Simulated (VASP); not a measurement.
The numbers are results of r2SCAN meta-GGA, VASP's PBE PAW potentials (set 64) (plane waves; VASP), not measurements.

VASP input:

INCAR:
```
ALGO = Normal
EDIFF = 1E-6
EDIFFG = -0.02
ENCUT = 400
IBRION = 2
ISIF = 3
ISMEAR = 0
LASPH = .TRUE.
LCHARG = .FALSE.
LMAXMIX = 4
LMIXTAU = .TRUE.
LREAL = .FALSE.
LWAVE = .FALSE.
METAGGA = R2SCAN
NELM = 100
NSW = 60
PREC = Accurate
SIGMA = 0.05
SYSTEM = ZnCd3S4
```

### KPOINTS
```
Automatic mesh
0
Gamma
4 4 4
0 0 0
```

**POSCAR**
```
ZnCd3S4
1.0
  5.7055714725   0.0000000000   0.0000000000
  0.0000000000   5.7055714725   0.0000000000
  0.0000000000   0.0000000000   5.7055714725
Zn Cd S
1 3 4
direct
  0.0000000000   0.0000000000   0.0000000000
  0.0000000000   0.5000000000   0.5000000000
  0.5000000000   0.0000000000   0.5000000000
  0.5000000000   0.5000000000   0.0000000000
  0.7634862912   0.7634862912   0.2365137088
  0.7634862912   0.2365137088   0.7634862912
  0.2365137088   0.2365137088   0.2365137088
  0.2365137088   0.7634862912   0.7634862912
```

POTCAR, in this order: Zn Cd S (PBE.64 set). Program: vasp_std.

Output of the run:

**OSZICAR**
```
       N       E                     dE             d eps       ncg     rms          rms(c)
DAV:   1     0.437033844197E+03    0.43703E+03   -0.30534E+04   860   0.140E+03
DAV:   2    -0.743785030234E+02   -0.51141E+03   -0.49661E+03   908   0.375E+02
DAV:   3    -0.125087397910E+03   -0.50709E+02   -0.50235E+02   976   0.120E+02
DAV:   4    -0.126426386490E+03   -0.13390E+01   -0.13351E+01   992   0.196E+01
DAV:   5    -0.126447622659E+03   -0.21236E-01   -0.21226E-01   996   0.249E+00    0.163E+01
DAV:   6    -0.112699258530E+03    0.13748E+02   -0.13026E+01  1068   0.440E+01    0.168E+01
DAV:   7    -0.107661194301E+03    0.50381E+01   -0.26448E+00   896   0.114E+01    0.111E+01
DAV:   8    -0.111652594558E+03   -0.39914E+01   -0.23922E+00   884   0.842E+00    0.262E+00
DAV:   9    -0.107498490236E+03    0.41541E+01   -0.15518E+00   866   0.668E+00    0.867E-01
DAV:  10    -0.107720545430E+03   -0.22206E+00   -0.14640E-01   869   0.247E+00    0.507E-01
DAV:  11    -0.107786041821E+03   -0.65496E-01   -0.31325E-02   943   0.113E+00    0.195E-01
DAV:  12    -0.107769265877E+03    0.16776E-01   -0.72523E-03   892   0.554E-01    0.134E-01
DAV:  13    -0.107785607188E+03   -0.16341E-01   -0.18862E-02   881   0.770E-01    0.104E-01
DAV:  14    -0.107776358441E+03    0.92487E-02   -0.56006E-03   932   0.429E-01    0.136E-01
DAV:  15    -0.107783527186E+03   -0.71687E-02   -0.20871E-03   907   0.235E-01    0.540E-02
DAV:  16    -0.107787282553E+03   -0.37554E-02   -0.14729E-03   890   0.214E-01    0.161E-02
DAV:  17    -0.107787468044E+03   -0.18549E-03   -0.34604E-04   980   0.878E-02    0.248E-02
DAV:  18    -0.107787476882E+03   -0.88386E-05   -0.15469E-05   906   0.269E-02    0.219E-02
DAV:  19    -0.107787484872E+03   -0.79893E-05   -0.95379E-06   780   0.162E-02    0.109E-02
DAV:  20    -0.107787503137E+03   -0.18265E-04   -0.13465E-05   902   0.186E-02    0.269E-03
DAV:  21    -0.107787502593E+03    0.54397E-06   -0.24604E-06   692   0.906E-03
   1 F= -.10778750E+03 E0= -.10778750E+03  d E =-.107788E+03
       N       E                     dE             d eps       ncg     rms          rms(c)
DAV:   1    -0.108449319667E+03   -0.66182E+00   -0.14008E+01  1048   0.364E+01    0.644E+00
DAV:   2    -0.107863693489E+03    0.58563E+00   -0.16986E+00  1043   0.159E+01    0.231E+00
DAV:   3    -0.107807114858E+03    0.56579E-01   -0.16707E-01   911   0.339E+00    0.197E+00
DAV:   4    -0.107764781268E+03    0.42334E-01   -0.68797E-02   885   0.150E+00    0.579E-01
DAV:   5    -0.107777331646E+03   -0.12550E-01   -0.47733E-02   869   0.138E+00    0.226E-01
DAV:   6    -0.107796604440E+03   -0.19273E-01   -0.21520E-02   869   0.978E-01    0.170E-01
DAV:   7    -0.107802670820E+03   -0.60664E-02   -0.24494E-03   887   0.339E-01    0.404E-02
DAV:   8    -0.107802527042E+03    0.14378E-03   -0.23069E-04   906   0.102E-01    0.244E-02
DAV:   9    -0.107802515068E+03    0.11975E-04   -0.34055E-04   875   0.115E-01    0.171E-02
DAV:  10    -0.107802791413E+03   -0.27635E-03   -0.48105E-05   884   0.516E-02    0.867E-03
DAV:  11    -0.107802793430E+03   -0.20171E-05   -0.36305E-06   748   0.973E-03    0.482E-03
DAV:  12    -0.107802802096E+03   -0.86664E-05   -0.26030E-06   662   0.111E-02    0.163E-03
DAV:  13    -0.107802802521E+03   -0.42506E-06   -0.47942E-07   478   0.401E-03
   2 F= -.10780280E+03 E0= -.10780280E+03  d E =-.152999E-01
       N       E                     dE             d eps       ncg     rms          rms(c)
DAV:   1    -0.107873870823E+03   -0.71069E-01   -0.14175E+00  1048   0.112E+01    0.199E+00
DAV:   2    -0.107812431999E+03    0.61439E-01   -0.18937E-01  1024   0.575E+00    0.694E-01
DAV:   3    -0.107806937701E+03    0.54943E-02   -0.18106E-02   903   0.111E+00    0.577E-01
DAV:   4    -0.107805026474E+03    0.19112E-02   -0.49844E-03   882   0.462E-01    0.250E-01
DAV:   5    -0.107805462926E+03   -0.43645E-03   -0.26199E-03   866   0.344E-01    0.791E-02
DAV:   6    -0.107805671847E+03   -0.20892E-03   -0.22543E-03   866   0.329E-01    0.553E-02
DAV:   7    -0.107806792448E+03   -0.11206E-02   -0.43615E-04   872   0.145E-01    0.147E-02
DAV:   8    -0.107806768890E+03    0.23557E-04   -0.17705E-05   915   0.285E-02    0.855E-03
DAV:   9    -0.107806786172E+03   -0.17281E-04   -0.24793E-05   887   0.329E-02    0.437E-03
DAV:  10    -0.107806797753E+03   -0.11581E-04   -0.26763E-06   662   0.126E-02    0.197E-03
DAV:  11    -0.107806797967E+03   -0.21432E-06   -0.22052E-07   475   0.320E-03
   3 F= -.10780680E+03 E0= -.10780680E+03  d E =-.192954E-01
```

### OUTCAR
```
------------------------ aborting loop because EDIFF is reached ----------------------------------------
  FORCE on cell =-STRESS in cart. coord.  units (eV):
  Direction    XX          YY          ZZ          XY          YZ          ZX
  --------------------------------------------------------------------------------------
  Total        0.0258695      0.0258695      0.0258695     -0.0000000     -0.0000000      0.0000000
  in kB        0.2183272      0.2183272      0.2183272     -0.0000000     -0.0000000      0.0000000
  external PRESSURE =       0.2183272 kB  Pullay stress =       0.0000000 kB
  volume of cell :      189.84
      direct lattice vectors                 reciprocal lattice vectors
     5.747293216 -0.000000000  0.000000000     0.173994951 -0.000000000  0.000000000
     0.000000000  5.747293216  0.000000000     0.000000000  0.173994951  0.000000000
    -0.000000000 -0.000000000  5.747293216    -0.000000000 -0.000000000  0.173994951
 POSITION                                       TOTAL-FORCE (eV/Angst)
 -----------------------------------------------------------------------------------
      0.00000      0.00000      0.00000        -0.000000     -0.000000      0.000000
      0.00000      2.87365      2.87365         0.000000     -0.000000      0.000000
      2.87365     -0.00000      2.87365        -0.000000     -0.000000      0.000000
      2.87365      2.87365      0.00000        -0.000000     -0.000000      0.000000
      4.38892      4.38892      1.35837         0.010227      0.010227     -0.010227
      4.38892      1.35837      4.38892         0.010227     -0.010227      0.010227
      1.35837      1.35837      1.35837        -0.010227     -0.010227     -0.010227
      1.35837      4.38892      4.38892        -0.010227      0.010227      0.010227
 -----------------------------------------------------------------------------------
    total drift:                               -0.000000     -0.000000      0.000000
  FREE ENERGIE OF THE ION-ELECTRON SYSTEM (eV)
  ---------------------------------------------------
  free  energy   TOTEN  =      -107.8067979669 eV

  energy  without entropy=     -107.8067979669  energy(sigma->0) =     -107.80679797

 reached required accuracy - stopping structural energy minimisation
```
(Selected blocks of OUTCAR.)

**CONTCAR**
```
ZnCd3S4
   1.00000000000000
     5.7472932163268977   -0.0000000000000000    0.0000000000000000
     0.0000000000000000    5.7472932163268977    0.0000000000000000
    -0.0000000000000000   -0.0000000000000000    5.7472932163268977
  Zn              Cd              S
     1     3     4
Direct
     0.0000000000000000    0.0000000000000000    0.0000000000000000
     0.0000000000000000    0.5000000000000000    0.5000000000000000
     0.5000000000000000    0.0000000000000000    0.5000000000000000
     0.5000000000000000    0.5000000000000000    0.0000000000000000
     0.7636501644175785    0.7636501644175785    0.2363498355824215
     0.7636501644175785    0.2363498355824215    0.7636501644175785
     0.2363498355824215    0.2363498355824215    0.2363498355824215
     0.2363498355824215    0.7636501644175785    0.7636501644175785
```

Energy and stress use the plane-wave basis of the starting cell.

The structure comes from a computed database's ZnCd3S4 entry (P-43m); how it stands against other phases isn't given here. This run relaxes it. Symmetry was kept, so distortions that lower it aren't found. The start is the result of an earlier pass.
